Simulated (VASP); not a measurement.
Input:

```
Cs2O
1.0
    2.01269     1.16203     6.45295
   -2.01269     1.16203     6.45295
    0.00000    -2.32405     6.45295
Cs O
2 1
Direct
  0.25515   0.25515   0.25515
  0.74485   0.74485   0.74485
  0.00000   0.00000   0.00000
```

The numbers are results of LDA (Ceperley-Alder, Perdew-Zunger), VASP's LDA PAW potentials (set 64) (plane waves; VASP 6.6.1), not measurements. Run with 520 eV cut-off, 7×7×7 Γ-centred mesh, tetrahedra with Blöchl corrections, potentials Cs_sv O.

The cores are frozen, which limits the accuracy of field gradients.

**Question.** Give the principal components of the electric field gradient (V/Å²) and the asymmetry η at each nucleus.

**Answer.** 
```
atom    Vxx    Vyy   Vzz     η
----  -----  -----  ----  ----
Cs1   -23.7  -23.7  47.4  0.00
Cs2   -23.7  -23.7  47.4  0.00
O3      0.1    0.1  -0.1     -
```

The structure comes from a computed database's Cs2O entry (R-3m); how it stands against other phases isn't given here. It was relaxed first, which changed the volume by -11 %.
